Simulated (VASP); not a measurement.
Here is the system:

```xyz
5
Lattice="1.9730 -3.4173 0.0000 1.9730 3.4173 0.0000 0.0000 0.0000 6.1936" Properties=species:S:1:pos:R:3 pbc="T T T"
Mg     0.0000     0.0000     0.0000
Mg     1.9730     1.1391     3.8745
Mg     1.9730    -1.1391     2.3191
Sb     1.9730     1.1391     1.2916
Sb     1.9730    -1.1391     4.9020
```

Method: LDA (Ceperley-Alder, Perdew-Zunger), VASP's LDA PAW potentials (set 64) (plane waves; VASP). Numerical set-up: 500 eV cut-off, 9×9×5 Γ-centred mesh, first-order Methfessel-Paxton smearing of 0.10 eV, potentials Mg Sb.

Unless said otherwise, spin-orbit coupling is left out, though it shifts the bands of the heavy elements here.

Q: Estimate the energy per atom (σ→0), pressure, band gap (on the k-mesh) with the smallest direct gap where there is one.

A: 
```
Item                                                        Result
------------------------  ----------------------------------------
band gap (on the k-mesh)  none (metal, semimetal or under 0.01 eV)
energy per atom (σ→0)                       -250.9 kJ/mol of atoms
pressure                                                450.4 kbar
```

Total energies compare only between runs with the same potentials, cut-off and functional.

The compound is Mg3Sb2 in the a-la2o3 structure. It was relaxed first under an external pressure of 45 GPa.
